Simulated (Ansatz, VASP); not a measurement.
# HfO2 in two plane-wave programs, part 2 of 2

One calculation is typed for both programs; each brings its own data sets and cutoff. How far apart do they land? The cell is taken from a series of VASP runs on this material, whose earlier steps may have relaxed, scaled or displaced it; both programs get it as it stands.

VASP 6.6.1 and Ansatz 0.2.0.

So far. Step 2 (Ansatz: single point, LDA): The run ends at a pressure of -16.55 GPa.

### 6. VASP: single point, LDA, spin-orbit coupling

Level of this step: LDA, spin-orbit coupling; plane waves and PAW (Hf_pv, O) (VASP).

A single point gives forces, pressure and levels at one fixed geometry, so differences don't come from the geometry; what else differs is listed under the comparison.

Contents of INCAR:

```
SYSTEM = HfO2
PREC = Accurate
ENCUT = 520
EDIFF = 1E-08
NELM = 100
ISMEAR = 0
SIGMA = 0.02
LREAL = .FALSE.
ALGO = Normal
GGA = CA
LNONCOLLINEAR = .TRUE.
MAGMOM = 0 0 0 0 0 0 0 0 0
NBANDS = 34
GGA_COMPAT = .FALSE.
LASPH = .TRUE.
LSORBIT = .TRUE.
LMAXMIX = 4
LORBIT = 11
LWAVE = .FALSE.
LCHARG = .FALSE.
KPAR = 4
```

Contents of POSCAR:

```
HfO2
1.0
    0.0000000000      2.5575000000      2.5575000000
    2.5575000000      0.0000000000      2.5575000000
    2.5575000000      2.5575000000      0.0000000000
Hf O
1 2
Direct
    0.0000000000      0.0000000000      0.0000000000
    0.2500000000      0.2500000000      0.2500000000
    0.7500000000      0.7500000000      0.7500000000
```

Contents of KPOINTS:

```
Automatic mesh
0
Gamma
10 10 10
0 0 0
```

Contents of KPOINTS_OPT:

```
points round the band edges
26
Reciprocal
  0.5000000000   0.5000000000   0.0000000000 1
  0.5000000000   0.5000000000   0.0000000000 1
  0.5000000000   0.4967436899  -0.0032563101 1
  0.5000000000   0.5032563101   0.0032563101 1
  0.4967436899   0.5000000000  -0.0032563101 1
  0.5032563101   0.5000000000   0.0032563101 1
  0.4967436899   0.4967436899   0.0000000000 1
  0.5032563101   0.5032563101   0.0000000000 1
  0.5000000000   0.4877888370  -0.0122111630 1
  0.5000000000   0.5122111630   0.0122111630 1
  0.4877888370   0.5000000000  -0.0122111630 1
  0.5122111630   0.5000000000   0.0122111630 1
  0.4877888370   0.4877888370   0.0000000000 1
  0.5122111630   0.5122111630   0.0000000000 1
  0.5000000000   0.4967436899  -0.0032563101 1
  0.5000000000   0.5032563101   0.0032563101 1
  0.4967436899   0.5000000000  -0.0032563101 1
  0.5032563101   0.5000000000   0.0032563101 1
  0.4967436899   0.4967436899   0.0000000000 1
  0.5032563101   0.5032563101   0.0000000000 1
  0.5000000000   0.4877888370  -0.0122111630 1
  0.5000000000   0.5122111630   0.0122111630 1
  0.4877888370   0.5000000000  -0.0122111630 1
  0.5122111630   0.5000000000   0.0122111630 1
  0.4877888370   0.4877888370   0.0000000000 1
  0.5122111630   0.5122111630   0.0000000000 1
```

Potentials, in the order of the species: Hf_pv and O (LDA family, release 64).

Run with:

```sh
$ mpirun -np 4 vasp_ncl
```

Numbers of over 12 decimals in the logs are rounded to 6 here.

The log of the run:

```text
[... set-up lines as in an earlier step ...]
 entering main loop
       N       E                     dE             d eps       ncg     rms          rms(c)
DAV:   1     0.110854631029E+03    0.11085E+03   -0.12167E+04  3196   0.128E+03
DAV:   2    -0.325243898403E+02   -0.14338E+03   -0.13740E+03  4110   0.333E+02
DAV:   3    -0.392237674022E+02   -0.66994E+01   -0.66629E+01  3880   0.625E+01
DAV:   4    -0.392813137866E+02   -0.57546E-01   -0.57510E-01  3938   0.635E+00
[...]
DAV:  14    -0.335569154098E+02    0.31876E-06   -0.13392E-06  3434   0.103E-02    0.749E-03
DAV:  15    -0.335569154422E+02   -0.32450E-07   -0.99803E-08  4136   0.254E-03    0.532E-03
DAV:  16    -0.335569154403E+02    0.18758E-08   -0.23902E-09  2288   0.361E-04
   1 F= -.33556915E+02 E0= -.33556915E+02  d E =-.583694E-28  mag=     0.0000     0.0000    -0.0000
 Start KPOINTS_OPT (optional k-point list driver)
k-point batch [1-26\26]
       N       E                     dE             ncg
DAV:   1    -0.128381999985E+04   -0.23659E+05     1768
DAV:   2    -0.477914355214E+04   -0.34953E+04     2162
DAV:   3    -0.495982101311E+04   -0.18068E+03     2162
DAV:   4    -0.496223040374E+04   -0.24094E+01     2152
[...]
DAV:   8    -0.496227348628E+04   -0.54625E-06     2232
DAV:   9    -0.496227348630E+04   -0.23134E-07     1608
DAV:  10    -0.496227348630E+04   -0.92041E-09     1352
```

From OUTCAR (step 6):

```text
  Total       -4.0020361     -4.0020361     -4.0020361      0.0000000      0.0000000     -0.0000000
  in kB     -191.6525779   -191.6525779   -191.6525779      0.0000000      0.0000000     -0.0000000
  external PRESSURE =    -191.6525779 kB  Pullay stress =       0.0000000 kB

 POSITION                                       TOTAL-FORCE (eV/Angst)
 -----------------------------------------------------------------------------------
      0.00000      0.00000      0.00000        -0.000000      0.000000      0.000000
      1.27875      1.27875      1.27875         0.000000      0.000000      0.000000
      3.83625      3.83625      3.83625        -0.000000     -0.000000     -0.000000
 -----------------------------------------------------------------------------------
    total drift:                                0.000000      0.000000      0.000000

  FREE ENERGIE OF THE ION-ELECTRON SYSTEM (eV)
  ---------------------------------------------------
  free  energy   TOTEN  =       -33.5569154403 eV

  energy  without entropy=      -33.5569154403  energy(sigma->0) =      -33.55691544

 magnetization (x)
# of ion       s       p       d       tot
------------------------------------------
    1       -0.000   0.000  -0.000  -0.000
    2        0.000   0.000   0.000   0.000
    3        0.000  -0.000   0.000  -0.000
--------------------------------------------------
tot          0.000   0.000  -0.000   0.000

 magnetization (y)
# of ion       s       p       d       tot
------------------------------------------
    1        0.000   0.000   0.000   0.000
    2        0.000   0.000   0.000   0.000
    3        0.000   0.000   0.000   0.000
--------------------------------------------------
tot          0.000   0.000   0.000   0.000

 magnetization (z)
# of ion       s       p       d       tot
------------------------------------------
    1        0.000   0.000   0.000   0.000
    2        0.000   0.000   0.000   0.000
    3        0.000  -0.000   0.000  -0.000
--------------------------------------------------
tot          0.000  -0.000   0.000  -0.000

[... 1 part as in an earlier step ...]

[... 2 further parts left out ...]
[key lines of the parts left out:]
E-fermi :   3.9674
```

The run ends at a pressure of -19.17 GPa.

### 7. Ansatz: single point, LDA, spin-orbit coupling

The same cell, functional (in two slightly different forms), mesh and smearing now go to Ansatz, which takes its cutoff from its data sets.

The cell is taken from a series of VASP runs on this material, whose earlier steps may have relaxed, scaled or displaced it; both programs get it as it stands.

Contents of input.yaml:

```yaml
crystal:
  lattice:
    - [0.0, 2.5575, 2.5575]
    - [2.5575, 0.0, 2.5575]
    - [2.5575, 2.5575, 0.0]
  atoms:
    - { symbol: Hf, position: [0.0, 0.0, 0.0] }
    - { symbol: O, position: [0.25, 0.25, 0.25] }
    - { symbol: O, position: [0.75, 0.75, 0.75] }
hamiltonian:
  xc: lda
  pseudopotentials: { kind: paw_fr }
magnetization:
  noncollinear: true
  spin_orbit: true
kpoints:
  mp_grid: { grid: [10, 10, 10] }
scf:
  occupations: { method: gaussian, width: 0.02 }
  n_extra_bands: 8
output:
  forces: true
  stress: true
  eigenvalues: true
```

Run with:

```sh
$ ansatz run input.yaml --threads 2 --pin off --max-ram 4608MiB --backend cpu --events-out ev --progress --plain --runs-dir out
```

The log of the run:

```text
[...]
non-collinear run that drives no moment, with spin-orbit: no starting moment large enough to seed its density (crystal.atoms[].spin), no starting occupations that ask for one, no magnetisation constraint and no magnetic field, so the semilocal B_xc is pinned to zero
Crystal: 3 atoms, lattice volume = 33.456 Å³
Basis set: ecut = 420 eV, 645 PW (Γ)
[...]
k-point 1: bands = [... 34 lower, 14.3032, 14.3032, 14.3650, 14.3650, 18.9334, 18.9334, 18.9602, 18.9602, ... 4 higher]
  k-point 2: bands = [... 34 lower, 13.8534, 13.8534, 13.9626, 13.9626, 19.2612, 19.2612, 19.3589, 19.3589, ... 4 higher]
  k-point 46: bands = [... 34 lower, 13.6840, 13.6840, 14.9395, 14.9395, 19.4828, 19.4828, 20.0472, 20.0472, ... 4 higher]
[key lines of the parts left out:]
SCF converged after 8 iterations
Magnetization: |M| = 0.0000 μB,  M = (+0.0000, +0.0000, +0.0000) μB
Free energy (F): -16610.654418 eV
Fermi energy:    16.876156 eV
P = ⅓ Tr σ = -16.7454 GPa (-167.454 kbar)
```

Elapsed: 3.5 s, on 2 threads of Intel Xeon 6975P-C (Granite Rapids), shared host; peak memory 0.54 GiB; 6.6 s of CPU time.

The run ends at a pressure of -16.75 GPa.

### 8. Differences

What differs besides the data sets and the points named for the pairs above, as far as they apply: spin-orbit coupling enters by fully relativistic files in Ansatz and inside the spheres in VASP; the data sets hold 38 valence electrons in Ansatz (fully relativistic PAW (standard-fr) files) and 22 in VASP. Total energies have different zeros and are not compared.

The two programs side by side:

| quantity | Ansatz | VASP | difference |
| --- | --- | --- | --- |
| pressure (GPa) | -16.75 | -19.17 | +2.42 |
| pressure without Ansatz's Pulay correction (GPa) | -17.88 | -19.17 | +1.29 |
| gap on the k mesh (eV) | 3.509 | 3.509 | 0.000 |

A gap on the mesh is an upper bound, since the band edges may lie between its points. Ansatz's pressure holds a Pulay correction of 1.13 GPa; VASP's holds none.

### 9. What the set-up changes

Further runs change the set-up of one program: Ansatz's method, potentials or start, or VASP's data sets, cutoff or form of LDA. The table gives Ansatz less VASP for each quantity, since a change that brings one quantity closer may part another.

```csv
run,pressure (GPa),gap on the k mesh (eV),pressure without Ansatz's Pulay correction (GPa)
as above,2.4,4.4e-4,1.3
cores kept as stored,2.5,2.9e-4,1.4
Ansatz's larger PAW set (cutoff 900 eV),2.5,-0.0053,2.4
```

### 10. VASP: band structure, LDA

The same path points are solved in both programs, so levels can be compared one by one. The cell compared in this pair holds 33.29 Å³, against 33.46 Å³ for the pair before.

Contents of INCAR:

```
SYSTEM = HfO2
PREC = Accurate
ENCUT = 520
EDIFF = 1E-06
NELM = 100
ISMEAR = 0
SIGMA = 0.02
LREAL = .FALSE.
ALGO = Normal
GGA = CA
NBANDS = 24
LORBIT = 11
LWAVE = .FALSE.
LCHARG = .FALSE.
KPAR = 4
ISIF = 2
```

Contents of POSCAR:

```
HfO2
1.0
    0.0000000000      2.5575000000      2.5575000000
    2.5447125000      0.0000000000      2.5575000000
    2.5447125000      2.5575000000      0.0000000000
Hf O
1 2
Direct
    0.0000000000      0.0000000000      0.0000000000
    0.2500000000      0.2500000000      0.2500000000
    0.7500000000      0.7500000000      0.7500000000
```

KPOINTS is that of step 6.

Contents of KPOINTS_OPT:

```
Line mode
16
Line-mode
Reciprocal
  0.00000000   0.00000000   0.00000000 GAMMA
  0.50000000   0.00000000   0.50000000 X

  0.50000000   0.00000000   0.50000000 X
  0.75251888   0.25251888   0.50000000 Y

  0.75251888   0.25251888   0.50000000 Y
  0.75251888   0.37625944   0.37625944 S

  0.75251888   0.37625944   0.37625944 S
  0.00000000   0.00000000   0.00000000 GAMMA

  0.00000000   0.00000000   0.00000000 GAMMA
  0.00000000  -0.50000000  -0.50000000 Z

  0.00000000  -0.50000000  -0.50000000 Z
  0.24748112  -0.37625944  -0.37625944 S1

  0.24748112  -0.37625944  -0.37625944 S1
  0.50000000   0.00000000   0.00000000 N

  0.50000000   0.00000000   0.00000000 N
  0.50000000  -0.25000000   0.25000000 P

  0.50000000  -0.25000000   0.25000000 P
  0.24748112  -0.50000000  -0.25251888 Y1

  0.24748112  -0.50000000  -0.25251888 Y1
  0.00000000  -0.50000000  -0.50000000 Z

  0.50000000   0.00000000   0.50000000 X
  0.50000000  -0.25000000   0.25000000 P
```

Run with:

```sh
$ mpirun -np 4 vasp_std
```

The log of the run:

```text
[... set-up lines as in an earlier step ...]
 entering main loop
       N       E                     dE             d eps       ncg     rms          rms(c)
DAV:   1     0.813787019704E+02    0.81379E+02   -0.11934E+04  4912   0.908E+02
DAV:   2    -0.349852088924E+02   -0.11636E+03   -0.11148E+03  6024   0.241E+02
DAV:   3    -0.386107163813E+02   -0.36255E+01   -0.36153E+01  5984   0.354E+01
DAV:   4    -0.386240944730E+02   -0.13378E-01   -0.13378E-01  5424   0.243E+00
[...]
DAV:  11    -0.329290867753E+02    0.36966E-04   -0.16033E-04  5112   0.900E-02    0.181E-01
DAV:  12    -0.329290852747E+02    0.15007E-05   -0.51153E-06  5928   0.144E-02    0.268E-02
DAV:  13    -0.329290853627E+02   -0.88026E-07   -0.16001E-07  2904   0.266E-03
   1 F= -.32929085E+02 E0= -.32929085E+02  d E =-.311791E-24
 Start KPOINTS_OPT (optional k-point list driver)
k-point batch [1-102\176]
       N       E                     dE             ncg
DAV:   1    -0.784830546584E+04   -0.79452E+05     4904
DAV:   2    -0.193728661790E+05   -0.11525E+05     6160
DAV:   3    -0.197560108359E+05   -0.38314E+03     5688
DAV:   4    -0.197574865919E+05   -0.14758E+01     5624
DAV:   5    -0.197574936869E+05   -0.70950E-02     5832
DAV:   6    -0.197574937402E+05   -0.53367E-04     5544
DAV:   7    -0.197574937407E+05   -0.46328E-06     4208
k-point batch [103-176\176]
       N       E                     dE             ncg
DAV:   1     0.189293698159E+05   -0.70352E+05     3552
DAV:   2     0.105670094306E+05   -0.83624E+04     4512
DAV:   3     0.102893308214E+05   -0.27768E+03     4064
DAV:   4     0.102882475845E+05   -0.10832E+01     4136
DAV:   5     0.102882421110E+05   -0.54735E-02     4152
DAV:   6     0.102882420668E+05   -0.44199E-04     4112
DAV:   7     0.102882420663E+05   -0.40700E-06     3040
```

Parts of OUTCAR (step 10):

```text
  Total       -3.4801087     -3.9555842     -3.9555842      0.0000000      0.0000000      0.0000000
  in kB     -167.4955963   -190.3799496   -190.3799496      0.0000000      0.0000000      0.0000000
  external PRESSURE =    -182.7518318 kB  Pullay stress =       0.0000000 kB

 POSITION                                       TOTAL-FORCE (eV/Angst)
 -----------------------------------------------------------------------------------
      0.00000      0.00000      0.00000         0.000000      0.000000     -0.000000
      1.27236      1.27875      1.27875        -0.000000      0.000000      0.000000
      3.81707      3.83625      3.83625         0.000000     -0.000000     -0.000000
 -----------------------------------------------------------------------------------
    total drift:                                0.000000      0.000000      0.000000

  FREE ENERGIE OF THE ION-ELECTRON SYSTEM (eV)
  ---------------------------------------------------
  free  energy   TOTEN  =       -32.9290853627 eV

  energy  without entropy=      -32.9290853627  energy(sigma->0) =      -32.92908536

[... 3 further parts left out ...]
[key lines of the parts left out:]
E-fermi :   4.0366
```

The run ends at a pressure of -18.28 GPa.

### 11. Ansatz: band structure, LDA

The same cell, functional (in two slightly different forms), mesh and smearing now go to Ansatz, which takes its cutoff from its data sets.

The cell is taken from a series of VASP runs on this material, whose earlier steps may have relaxed, scaled or displaced it; both programs get it as it stands.

Contents of input.yaml:

```yaml
crystal:
  lattice:
    - [0.0, 2.5575, 2.5575]
    - [2.5447125, 0.0, 2.5575]
    - [2.5447125, 2.5575, 0.0]
  atoms:
    - { symbol: Hf, position: [0.0, 0.0, 0.0] }
    - { symbol: O, position: [0.25, 0.25, 0.25] }
    - { symbol: O, position: [0.75, 0.75, 0.75] }
hamiltonian:
  xc: lda
  pseudopotentials: { kind: paw }
kpoints:
  mp_grid: { grid: [10, 10, 10] }
  band_path:
    path:
      - [0.0, 0.0, 0.0]
      - [0.2, 0.0, 0.2]
      - [0.4, 0.0, 0.4]
      - [0.53367, 0.03367, 0.5]
      - [0.63468, 0.13468, 0.5]
      - [0.73568, 0.23568, 0.5]
      - [0.75252, 0.28552, 0.467]
      - [0.75252, 0.33501, 0.41751]
      - [0.75252, 0.37626, 0.37626]
      - [0.45151, 0.22576, 0.22576]
      - [0.1505, 0.07525, 0.07525]
      - [0.0, -0.06667, -0.06667]
      - [0.0, -0.26667, -0.26667]
      - [0.0, -0.46667, -0.46667]
      - [0.0, -0.5, -0.5]
      - [0.06599, -0.467, -0.467]
      - [0.16499, -0.41751, -0.41751]
      - [0.24748, -0.37626, -0.37626]
      - [0.34849, -0.22576, -0.22576]
      - [0.4495, -0.07525, -0.07525]
      - [0.5, -0.03333, 0.03333]
      - [0.5, -0.13333, 0.13333]
      - [0.5, -0.23333, 0.23333]
      - [0.43266, -0.31667, 0.11599]
      - [0.33165, -0.41667, -0.08501]
      - [0.24748, -0.5, -0.25252]
      - [0.14849, -0.5, -0.35151]
      - [0.0495, -0.5, -0.4505]
      - [0.5, -0.03333, 0.46667]
      - [0.5, -0.13333, 0.36667]
      - [0.5, -0.25, 0.25]
    npoints: 1
scf:
  occupations: { method: gaussian, width: 0.02 }
  n_extra_bands: 7
output:
  forces: true
  stress: true
  eigenvalues: true
```

Run with:

```sh
$ ansatz run input.yaml --threads 2 --pin off --max-ram 4608MiB --backend cpu --events-out ev --progress --plain --runs-dir out
```

The log of the run:

```text
[...]
Crystal: 3 atoms, lattice volume = 33.289 Å³
Basis set: ecut = 420 eV, 645 PW (Γ)
Bands: 26, of which v1, the nominal top of the filled ones, is band 19 counted from 1 (18 counted from 0)
Symmetry: 16 space group operations
[...]
k-points: 102 of 1000
[...]
k-point 0: bands = [... 15 lower, 9.9047, 14.5842, 14.5842, 14.6496, 18.8342, 18.8846, 20.6676, 25.3191, ... 3 higher]
  k-point 1: bands = [... 15 lower, 10.1799, 14.2887, 14.3914, 14.4394, 19.0321, 19.0773, 21.0823, 24.8480, ... 3 higher]
  k-point 2: bands = [... 15 lower, 10.8810, 13.5968, 13.9810, 14.0181, 19.4130, 19.4426, 21.8313, 24.1029, ... 3 higher]
  k-point 101: bands = [... 15 lower, 12.3728, 12.9724, 13.7416, 15.0162, 19.6239, 20.1919, 21.8479, 22.2438, ... 3 higher]
[key lines of the parts left out:]
SCF converged after 7 iterations
Free energy (F): -16592.881995 eV
Fermi energy:    16.996385 eV
P = ⅓ Tr σ = -15.4828 GPa (-154.828 kbar)
```

Elapsed: 1.8 s, on 2 threads; peak memory 0.4 GiB.

### 12. Comparison

Both answers:

```
                                        quantity  Ansatz    VASP  difference
                                  pressure (GPa)  -15.48  -18.28       +2.79
pressure without Ansatz's Pulay correction (GPa)  -16.62  -18.28       +1.65
                   gap over the path points (eV)   3.481   3.501      -0.019
```

Levels at points of the path, from each program's valence-band top (eV; 4 filled, then empty):

```csv
k (reciprocal lattice),Ansatz,VASP
0.000 0.000 0.000,-5.35 -0.67 -0.67 -0.61 3.58 3.63 5.41,-5.31 -0.66 -0.66 -0.59 3.57 3.62 5.48
0.200 0.000 0.200,-3.80 -3.26 -0.69 -0.62 4.09 4.21 7.13,-3.79 -3.25 -0.66 -0.59 4.08 4.21 7.21
0.400 0.000 0.400,-3.80 -1.35 -1.27 -0.77 3.66 5.00 6.95,-3.78 -1.30 -1.22 -0.77 3.68 4.99 6.95
0.534 0.034 0.500,-3.45 -1.66 -1.55 -0.06 3.52 5.18 6.34,-3.43 -1.61 -1.50 -0.06 3.54 5.18 6.34
0.635 0.135 0.500,-3.19 -1.99 -1.49 -0.15 3.97 5.10 6.45,-3.17 -1.94 -1.44 -0.15 3.99 5.10 6.45
0.736 0.236 0.500,-2.69 -2.54 -1.45 -0.23 4.50 4.86 6.73,-2.65 -2.50 -1.40 -0.23 4.51 4.86 6.73
0.753 0.286 0.467,-2.84 -2.44 -1.44 -0.25 4.39 4.93 6.72,-2.81 -2.40 -1.39 -0.24 4.41 4.92 6.72
0.753 0.335 0.418,-3.19 -2.32 -1.41 -0.31 4.11 5.08 6.67,-3.16 -2.28 -1.35 -0.31 4.12 5.07 6.68
0.753 0.376 0.376,-3.39 -2.29 -1.40 -0.33 4.01 5.12 6.67,-3.37 -2.25 -1.34 -0.33 4.03 5.12 6.67
0.452 0.226 0.226,-3.43 -2.66 -2.51 -0.69 4.03 4.89 7.00,-3.40 -2.64 -2.50 -0.65 4.03 4.89 7.02
```

Among the levels compared at these points, filled levels agree within 56 meV and empty ones within 72 meV. Ansatz's pressure holds a Pulay correction of 1.14 GPa; VASP's holds none.

### 13. Other set-ups

Further runs change the set-up of one program: Ansatz's method, potentials or start, or VASP's data sets, cutoff or form of LDA. The table gives Ansatz less VASP for each quantity, since a change that brings one quantity closer may part another.

| run | pressure (GPa) | gap over the path points (eV) | pressure without Ansatz's Pulay correction (GPa) |
| --- | --- | --- | --- |
| as above | 2.8 | -0.019 | 1.7 |
| cores kept as stored | 2.9 | -0.020 | 1.8 |
| Ansatz's larger PAW set (cutoff 900 eV) | 2.9 | -0.027 | 2.8 |
| norm-conserving potentials (cutoff 1143 eV) | -2.7 | 0.036 |  |

### 14. What came out

```
difference in pressure (single point, LDA)                      : 2.8 GPa
difference in pressure (single point, LDA, spin-orbit coupling) : 2.4 GPa
difference in pressure (band structure, LDA)                    : 2.8 GPa
```

**Reading.** The difference in pressure is 2.8 GPa (band structure, LDA), beyond the 1 GPa picked in this series as the mark of a large difference. Single point, LDA, Ansatz's larger PAW set (cutoff 900 eV): the difference in gap on the k mesh goes from -0.019 to -0.026 eV; the difference in pressure without Ansatz's Pulay correction goes from 1.6 to 2.8 GPa. Single point, LDA, norm-conserving potentials (cutoff 1143 eV): the difference in pressure goes from 2.8 to -2.7 GPa; the difference in gap on the k mesh goes from -0.019 to 0.036 eV. Single point, LDA, spin-orbit coupling, cores kept as stored: the difference in gap on the k mesh goes from 4.4e-4 to 2.9e-4 eV. Single point, LDA, spin-orbit coupling, Ansatz's larger PAW set (cutoff 900 eV): the difference in gap on the k mesh goes from 4.4e-4 to -0.0053 eV; the difference in pressure without Ansatz's Pulay correction goes from 1.3 to 2.4 GPa. Band structure, LDA, Ansatz's larger PAW set (cutoff 900 eV): the difference in gap over the path points goes from -0.019 to -0.027 eV; the difference in pressure without Ansatz's Pulay correction goes from 1.7 to 2.8 GPa. 6 further runs of this series are not shown here. Such differences can come from data sets, numerical settings and the points named under the comparisons, not from the functional's error against experiment.

[Lines on the potential files, build, host, timing and source positions are cut from VASP's logs without a mark.]

[Logs are printed without paths, hosts, clocks, repeated set-up lines and the standing remarks that a program may print on its own settings, such as how far it seeks lower states.]

[Hosts, paths, dates, database ids (printed as entryN), source tags and the programs' standing remarks are cut or masked in the printed files.]
